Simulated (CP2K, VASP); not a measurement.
An input for CP2K (LDA (Pade form), GPW, DZVP-MOLOPT-SR-GTH basis, GTH-PADE potentials (GTH_POTENTIALS)):

```
&GLOBAL
  PROJECT scf
  RUN_TYPE ENERGY_FORCE
  PRINT_LEVEL LOW
&END GLOBAL
&FORCE_EVAL
  METHOD Quickstep
  STRESS_TENSOR ANALYTICAL
  &DFT
    BASIS_SET_FILE_NAME BASIS_MOLOPT
    POTENTIAL_FILE_NAME GTH_POTENTIALS
    &QS
      METHOD GPW
      EPS_DEFAULT 1E-10
    &END QS
    &MGRID
      CUTOFF 450
      REL_CUTOFF 50
      NGRIDS 5
    &END MGRID
    &SCF
      SCF_GUESS ATOMIC
      EPS_SCF 1E-7
      MAX_SCF 100
      ADDED_MOS 5
      &DIAGONALIZATION
        ALGORITHM STANDARD
      &END DIAGONALIZATION
      &MIXING
        METHOD BROYDEN_MIXING
        ALPHA 0.3
        NBUFFER 10
      &END MIXING
      &SMEAR ON
        METHOD FERMI_DIRAC
        ELECTRONIC_TEMPERATURE [K] 580.23
      &END SMEAR
    &END SCF
    &KPOINTS
      SCHEME MONKHORST-PACK 6 6 5
      GAMMA_CENTERED T
    &END KPOINTS
    &XC
      &XC_FUNCTIONAL PADE
      &END XC_FUNCTIONAL
    &END XC
    &PRINT
      &MO
        EIGENVALUES T
        OCCUPATION_NUMBERS T
        NDIGITS 8
        FILENAME mo
        &EACH
          QS_SCF 0
        &END EACH
        ADD_LAST NUMERIC
      &END MO
      &MULLIKEN OFF
      &END MULLIKEN
    &END PRINT
  &END DFT
  &SUBSYS
    &CELL
      A 3.98000000 0.00000000 0.00000000
      B 0.00000000 3.98000000 0.00000000
      C 0.00000000 0.00000000 5.02000000
      PERIODIC XYZ
    &END CELL
    &COORD
      SCALED
      Pb       0.50000000     0.00000000     0.76500000
      Pb       0.00000000     0.50000000     0.23500000
      O        0.50000000     0.50000000     0.00000000
      O        0.00000000     0.00000000     0.00000000
    &END COORD
    &KIND Pb
      BASIS_SET DZVP-MOLOPT-SR-GTH-q4
      POTENTIAL GTH-PADE-q4
    &END KIND
    &KIND O
      BASIS_SET DZVP-MOLOPT-SR-GTH-q6
      POTENTIAL GTH-PADE-q6
    &END KIND
  &END SUBSYS
  &PRINT
    &FORCES ON
    &END FORCES
    &STRESS_TENSOR ON
    &END STRESS_TENSOR
  &END PRINT
&END FORCE_EVAL
```

Problem. Write the VASP files for the same calculation.

Solution. One set of files that does it:

**POSCAR**
```
PbO
1
    3.9800000000     0.0000000000     0.0000000000
    0.0000000000     3.9800000000     0.0000000000
    0.0000000000     0.0000000000     5.0200000000
Pb O
2 2
Direct
  0.5000000000   0.0000000000   0.7650000000
  0.0000000000   0.5000000000   0.2350000000
  0.5000000000   0.5000000000   0.0000000000
  0.0000000000   0.0000000000   0.0000000000
```

### INCAR
```
LASPH=.True.   # aspherical one-centre terms
ISIF=2   # forces and stress, cell fixed
SIGMA=0.05   # width (eV)
EDIFF=1E-6
LWAVE=.False.
NELM=100   # most electronic steps
LREAL=.False.
SYSTEM=PbO
ISMEAR=-1   # Fermi-Dirac
PREC=Accurate
LMAXMIX=4
ENCUT=400
ALGO=Normal
LCHARG=.False.
```

### KPOINTS
```
Automatic
0
Gamma
6 6 5
0 0 0
```

POTCAR, in this order: Pb_d O (LDA.64 set). Program: vasp_std.

Both inputs were run and reached self-consistency, which says nothing on mesh or cut-off. Potentials, basis and cut-offs are each code's own, so they don't translate, and total energies aren't comparable.

VASP's LDA is the Perdew-Zunger fit; the other code's may be Perdew-Wang, which differs slightly.

The structure is a typed PbO crystal (P4/nmm). The cell was not relaxed at this level, and it may have been scaled.
